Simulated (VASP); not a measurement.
Input:

```xyz
7
Lattice="3.9390 0.0000 0.0000 0.0000 3.9390 0.0000 0.0000 0.0000 7.2098" Properties=species:S:1:pos:R:3 pbc="T T T"
Hg     1.9695     1.9695     0.0000
P      0.0000     0.0000     3.6049
Pt     0.0000     1.9695     2.1851
Pt     0.0000     1.9695     5.0248
Pt     1.9695     0.0000     2.1851
Pt     1.9695     0.0000     5.0248
Pt     0.0000     0.0000     0.0000
```

The numbers are results of PBEsol GGA, VASP's PBE PAW potentials (set 64) (plane waves; VASP), not measurements. Run with 300 eV cut-off, 6×6×3 Γ-centred mesh, Fermi-Dirac smearing of 0.14 eV, potentials Hg P Pt.

At this cut-off the stress carries a Pulay error, which pulls relaxed volumes low. Unless said otherwise, spin-orbit coupling is left out, though it shifts the bands of the heavy elements here.

Predict the energy per atom (σ→0), pressure, band gap (on the k-mesh) with the smallest direct gap where there is one.

| Item | Value |
|---|---|
| band gap (on the k-mesh) | none (metal, semimetal or under 0.01 eV) |
| energy per atom (σ→0) | -589.5 kJ/mol of atoms |
| pressure | -4.86 GPa |

Total energies compare only between runs with the same potentials, cut-off and functional.

The structure comes from a computed database's HgPPt5 entry (P4/mmm); how it stands against other phases isn't given here. The cell was not relaxed at this level. The electron count is odd and the run is not spin-polarised, which forces a metal.
